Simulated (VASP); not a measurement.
OSZICAR of a VASP run on Ni$_{3}$Si:

File OSZICAR:
```
...
DAV:   8    -0.747566691327E+02    0.11249E-02   -0.40264E-03  2301   0.150E+00    0.132E-01
DAV:   9    -0.747566110031E+02    0.58130E-04   -0.12951E-03  2625   0.485E-01    0.968E-02
DAV:  10    -0.747566019310E+02    0.90721E-05   -0.44273E-04  2419   0.395E-01    0.729E-02
DAV:  11    -0.747565660994E+02    0.35832E-04   -0.12889E-04  2102   0.225E-01    0.256E-02
DAV:  12    -0.747565650458E+02    0.10536E-05   -0.54453E-05  1340   0.854E-02
   4 F= -.74756565E+02 E0= -.74758254E+02  d E =-.252068E-01
       N       E                     dE             d eps       ncg     rms          rms(c)
DAV:   1    -0.747568630948E+02   -0.29700E-03   -0.24837E-01  1830   0.200E+00    0.875E-02
DAV:   2    -0.747606673224E+02   -0.38042E-02   -0.16676E-02  2902   0.170E+00    0.804E-01
DAV:   3    -0.747576244518E+02    0.30429E-02   -0.22561E-02  2510   0.190E+00    0.294E-01
DAV:   4    -0.747570777735E+02    0.54668E-03   -0.38017E-03  2594   0.903E-01    0.807E-02
DAV:   5    -0.747571048868E+02   -0.27113E-04   -0.65820E-04  2681   0.372E-01    0.801E-02
DAV:   6    -0.747570740591E+02    0.30828E-04   -0.23881E-04  2099   0.283E-01    0.389E-02
DAV:   7    -0.747570879344E+02   -0.13875E-04   -0.68577E-05  2083   0.150E-01    0.466E-02
DAV:   8    -0.747570887996E+02   -0.86522E-06   -0.11860E-04  2266   0.247E-01    0.417E-02
DAV:   9    -0.747570772606E+02    0.11539E-04   -0.33413E-05  1373   0.129E-01    0.121E-02
DAV:  10    -0.747570777853E+02   -0.52465E-06   -0.11104E-05   990   0.625E-02
   5 F= -.74757078E+02 E0= -.74758924E+02  d E =-.257196E-01
       N       E                     dE             d eps       ncg     rms          rms(c)
DAV:   1    -0.747592446148E+02   -0.21674E-02   -0.66514E-01  1830   0.344E+00    0.172E-01
DAV:   2    -0.747674541861E+02   -0.82096E-02   -0.47462E-02  2644   0.339E+00    0.981E-01
DAV:   3    -0.747629382607E+02    0.45159E-02   -0.50900E-02  2567   0.297E+00    0.690E-01
DAV:   4    -0.747602115217E+02    0.27267E-02   -0.16535E-02  2907   0.165E+00    0.212E-01
DAV:   5    -0.747601861690E+02    0.25353E-04   -0.12146E-03  2478   0.484E-01    0.149E-01
DAV:   6    -0.747600828541E+02    0.10331E-03   -0.53460E-04  2209   0.335E-01    0.946E-02
DAV:   7    -0.747601265834E+02   -0.43729E-04   -0.28141E-04  2772   0.293E-01    0.101E-01
DAV:   8    -0.747600595873E+02    0.66996E-04   -0.28530E-04  2357   0.416E-01    0.666E-02
DAV:   9    -0.747600364158E+02    0.23172E-04   -0.97899E-05  2096   0.187E-01    0.235E-02
DAV:  10    -0.747600359375E+02    0.47824E-06   -0.20863E-05  1048   0.912E-02
   6 F= -.74760036E+02 E0= -.74761869E+02  d E =-.295815E-02
       N       E                     dE             d eps       ncg     rms          rms(c)
DAV:   1    -0.747601405107E+02   -0.10409E-03   -0.85883E-02  1830   0.124E+00    0.678E-02
DAV:   2    -0.747611183040E+02   -0.97779E-03   -0.53390E-03  2630   0.125E+00    0.358E-01
DAV:   3    -0.747602938008E+02    0.82450E-03   -0.32343E-03  2484   0.996E-01    0.107E-01
DAV:   4    -0.747602615712E+02    0.32230E-04   -0.55956E-04  2724   0.276E-01    0.610E-02
DAV:   5    -0.747602709964E+02   -0.94252E-05   -0.31584E-04  2186   0.246E-01    0.636E-02
DAV:   6    -0.747602500367E+02    0.20960E-04   -0.97402E-05  1296   0.139E-01    0.350E-02
DAV:   7    -0.747602598262E+02   -0.97895E-05   -0.64818E-05  1959   0.129E-01
   7 F= -.74760260E+02 E0= -.74762140E+02  d E =-.318204E-02
       N       E                     dE             d eps       ncg     rms          rms(c)
DAV:   1    -0.747605883537E+02   -0.33832E-03   -0.11927E-01  1830   0.139E+00    0.593E-02
DAV:   2    -0.747625271162E+02   -0.19388E-02   -0.62681E-03  2958   0.130E+00    0.518E-01
DAV:   3    -0.747610275900E+02    0.14995E-02   -0.10158E-02  2587   0.135E+00    0.262E-01
DAV:   4    -0.747606537543E+02    0.37384E-03   -0.26854E-03  2800   0.664E-01    0.501E-02
DAV:   5    -0.747606672404E+02   -0.13486E-04   -0.31985E-04  2668   0.254E-01    0.585E-02
DAV:   6    -0.747606619599E+02    0.52805E-05   -0.10268E-04  1924   0.165E-01    0.408E-02
DAV:   7    -0.747606560939E+02    0.58660E-05   -0.14301E-04  1250   0.153E-01    0.290E-02
DAV:   8    -0.747606614437E+02   -0.53499E-05   -0.23018E-05  1198   0.980E-02
   8 F= -.74760661E+02 E0= -.74762415E+02  d E =-.401618E-03
       N       E                     dE             d eps       ncg     rms          rms(c)
DAV:   1    -0.747605118587E+02    0.14424E-03   -0.10712E+00  1830   0.414E+00    0.184E-01
DAV:   2    -0.747688463184E+02   -0.83345E-02   -0.49650E-02  2619   0.331E+00    0.103E+00
DAV:   3    -0.747654577453E+02    0.33886E-02   -0.73090E-02  2677   0.338E+00    0.817E-01
DAV:   4    -0.747610047375E+02    0.44530E-02   -0.15332E-02  2563   0.164E+00    0.129E-01
DAV:   5    -0.747612660604E+02   -0.26132E-03   -0.18310E-03  2777   0.625E-01    0.174E-01
DAV:   6    -0.747612211254E+02    0.44935E-04   -0.84496E-04  2136   0.471E-01    0.125E-01
DAV:   7    -0.747611355091E+02    0.85616E-04   -0.12151E-03  2282   0.463E-01    0.757E-02
DAV:   8    -0.747612406128E+02   -0.10510E-03   -0.39472E-04  2579   0.373E-01    0.128E-01
DAV:   9    -0.747611389207E+02    0.10169E-03   -0.26013E-04  2331   0.310E-01    0.681E-02
DAV:  10    -0.747611014369E+02    0.37484E-04   -0.11100E-04  1302   0.141E-01    0.210E-02
DAV:  11    -0.747611030083E+02   -0.15715E-05   -0.20098E-05  1127   0.710E-02
   9 F= -.74761103E+02 E0= -.74763003E+02  d E =-.843182E-03
       N       E                     dE             d eps       ncg     rms          rms(c)
DAV:   1    -0.747612716833E+02   -0.17025E-03   -0.43497E-02  1830   0.843E-01    0.387E-02
DAV:   2    -0.747616754207E+02   -0.40374E-03   -0.23301E-03  2660   0.746E-01    0.227E-01
DAV:   3    -0.747614809917E+02    0.19443E-03   -0.31422E-03  2572   0.713E-01    0.158E-01
DAV:   4    -0.747612895679E+02    0.19142E-03   -0.64401E-04  2473   0.346E-01    0.306E-02
DAV:   5    -0.747613026033E+02   -0.13035E-04   -0.64404E-05  1886   0.120E-01    0.300E-02
DAV:   6    -0.747613006810E+02    0.19223E-05   -0.26262E-05  1063   0.798E-02
  10 F= -.74761301E+02 E0= -.74763205E+02  d E =-.197673E-03
       N       E                     dE             d eps       ncg     rms          rms(c)
DAV:   1    -0.747614437804E+02   -0.14118E-03   -0.39231E-01  1830   0.253E+00    0.122E-01
DAV:   2    -0.747661898346E+02   -0.47461E-02   -0.27675E-02  2644   0.245E+00    0.778E-01
DAV:   3    -0.747636954597E+02    0.24944E-02   -0.37283E-02  2676   0.241E+00    0.551E-01
DAV:   4    -0.747616110295E+02    0.20844E-02   -0.72677E-03  2705   0.115E+00    0.901E-02
DAV:   5    -0.747617113758E+02   -0.10035E-03   -0.63051E-04  2700   0.365E-01    0.978E-02
DAV:   6    -0.747616860315E+02    0.25344E-04   -0.29088E-04  2128   0.277E-01    0.621E-02
DAV:   7    -0.747617235237E+02   -0.37492E-04   -0.70472E-04  2469   0.320E-01    0.907E-02
DAV:   8    -0.747616929470E+02    0.30577E-04   -0.14597E-04  2301   0.216E-01    0.636E-02
DAV:   9    -0.747616585986E+02    0.34348E-04   -0.10923E-04  1759   0.192E-01    0.138E-02
DAV:  10    -0.747616587964E+02   -0.19774E-06   -0.16795E-05  1116   0.360E-02
  11 F= -.74761659E+02 E0= -.74763550E+02  d E =-.555788E-03
       N       E                     dE             d eps       ncg     rms          rms(c)
DAV:   1    -0.747616444356E+02    0.14163E-04   -0.97237E-02  1830   0.126E+00    0.571E-02
DAV:   2    -0.747624941049E+02   -0.84967E-03   -0.47981E-03  2647   0.110E+00    0.330E-01
DAV:   3    -0.747620061036E+02    0.48800E-03   -0.58024E-03  2537   0.995E-01    0.204E-01
DAV:   4    -0.747616971280E+02    0.30898E-03   -0.12061E-03  2721   0.466E-01    0.460E-02
DAV:   5    -0.747617140048E+02   -0.16877E-04   -0.13230E-04  2432   0.171E-01    0.424E-02
DAV:   6    -0.747617100351E+02    0.39697E-05   -0.57391E-05  1678   0.117E-01
  12 F= -.74761710E+02 E0= -.74763623E+02  d E =-.607027E-03
       N       E                     dE             d eps       ncg     rms          rms(c)
DAV:   1    -0.747617121326E+02    0.18722E-05   -0.12608E-02  1845   0.485E-01    0.494E-02
DAV:   2    -0.747634517682E+02   -0.17396E-02   -0.85763E-03  2913   0.122E+00    0.452E-01
DAV:   3    -0.747619004803E+02    0.15513E-02   -0.11006E-02  2828   0.131E+00    0.173E-01
DAV:   4    -0.747617021392E+02    0.19834E-03   -0.89679E-04  2714   0.484E-01    0.402E-02
DAV:   5    -0.747617073579E+02   -0.52187E-05   -0.12076E-04  2413   0.165E-01    0.285E-02
DAV:   6    -0.747617075304E+02   -0.17243E-06   -0.47368E-05  1126   0.116E-01
  13 F= -.74761708E+02 E0= -.74763525E+02  d E =-.604522E-03
       N       E                     dE             d eps       ncg     rms          rms(c)
DAV:   1    -0.747617045999E+02    0.27580E-05   -0.36634E-03  1865   0.259E-01    0.148E-02
DAV:   2    -0.747619903790E+02   -0.28578E-03   -0.12948E-03  2728   0.461E-01    0.191E-01
DAV:   3    -0.747617048748E+02    0.28550E-03   -0.13927E-03  2286   0.478E-01    0.437E-02
DAV:   4    -0.747617058140E+02   -0.93922E-06   -0.68434E-05  1306   0.120E-01
  14 F= -.74761706E+02 E0= -.74763600E+02  d E =-.602806E-03
       N       E                     dE             d eps       ncg     rms          rms(c)
DAV:   1    -0.747617706881E+02   -0.65813E-04   -0.10535E-02  1845   0.410E-01    0.165E-02
DAV:   2    -0.747618176626E+02   -0.46975E-04   -0.25575E-04  2645   0.272E-01    0.751E-02
DAV:   3    -0.747617813838E+02    0.36279E-04   -0.20982E-04  2028   0.238E-01    0.286E-02
DAV:   4    -0.747617809332E+02    0.45064E-06   -0.70386E-05  1114   0.110E-01
  15 F= -.74761781E+02 E0= -.74763688E+02  d E =-.751191E-04
```

### Question
Which electronic solver shows in the log?

### Answer
It is blocked Davidson (ALGO = Normal, or the opening steps of other solvers). The INCAR had ALGO = Normal.

### Question
How was spin treated?

### Answer
Without spin polarisation: there is no mag entry.

### Question
Can the final energy be trusted as converged?

### Answer
The run converged. It stopped with EDIFF = 1E-5, NELM = 100, NSW = 50 and EDIFFG = -0.03 after 15 ionic steps (PBEsol GGA, plane waves, VASP's PBE PAW potentials (set 64)).

The cell is a thin slab with vacuum, built from Ni3Si (L1_2): (100) face. The run is not spin-polarised, so no magnetic state was tried.
